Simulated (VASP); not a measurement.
Wanted: the native input for a VASP 6.6.1 run.

```yaml
Task: single point
Functional: PBEsol
Potentials_or_basis: VASP PAW PBE potentials, release 64 (C, Pt)
Cutoff: 520 eV
k_mesh: 2 × 2 × 1
Occupations: gaussian, width 0.02 eV
Spin: no spin polarisation
Dipole_correction: no
Further_INCAR_settings: LREAL = Auto; ALGO = Fast; EDIFF = 1e-06; NBANDS = 56
```

The structure of PtC18 lies in POSCAR:

```
PtC18
1.0
    7.3980000000      0.0000000000      0.0000000000
   -3.6990000000      6.4068560000      0.0000000000
    0.0000000000      0.0000000000     12.0000000000
C Pt
18 1
Direct
    0.0036054414     -0.0015639711      0.0785126948
    0.2248574856      0.1090637725      0.0805914053
    0.0056471674      0.3306700609      0.0852845462
    0.2245215506      0.4422710620      0.0808242640
    0.0056514959      0.6682462006      0.0852913546
    0.2245225213      0.7755258682      0.0808325171
    0.3367916757     -0.0015963532      0.0808322688
    0.5556657790      0.1056823234      0.0852984466
    0.3367842255      0.3316556213      0.0808264767
    0.5556619110      0.4432477465      0.0852943814
    0.3364521150      0.6648631999      0.0805883974
    0.5577071554      0.7754851397      0.0785139156
    0.6699332395     -0.0021681412      0.0799064199
    0.8913799342      0.1085533603      0.0799058319
    0.6665560293      0.3299097192      0.0983065475
    0.8947630979      0.4440177661      0.0982948312
    0.6699319180      0.6653678420      0.0799083056
    0.8913788793      0.7760915599      0.0799021591
    0.7806990779      0.3869804231      0.2585846364
```

The cell was built by a generator and needn't be a form met in nature.

One way to write it, as run:

INCAR

```
PREC = Accurate
ENCUT = 520
EDIFF = 1E-6
ISMEAR = 0
SIGMA = 0.02
LREAL = Auto
LASPH = T
NELM = 80
ALGO = Fast
ISIF = 2
LWAVE = F
LCHARG = F
GGA = PS
NBANDS = 56
```

KPOINTS

```
regular mesh
0
Gamma
  2 2 1
```

Potentials or basis: VASP PAW PBE potentials, release 64 (C, Pt).

The run is started by

```console
$ cat potpaw_PBE.64/C/POTCAR potpaw_PBE.64/Pt/POTCAR > POTCAR
$ mpirun -np 1 vasp_std > vasp.out
```

It gave:

The largest force is 0.121 eV/Å and the band gap on the k mesh is 0.30 eV, direct.

Caveat: the k mesh is coarse (spacing up to 0.49 Å⁻¹), so the values aren't converged; the PAW data sets were made with another functional, which shifts forces and pressure a little; spin-orbit coupling is left out, which moves the levels of the heavy elements.

Run time: 5.7 min on 1 thread of Intel(R) Xeon(R) Platinum 8175M CPU @ 2.50GHz (Skylake/Cascade Lake), on a shared host, peak memory 0.62 GiB.
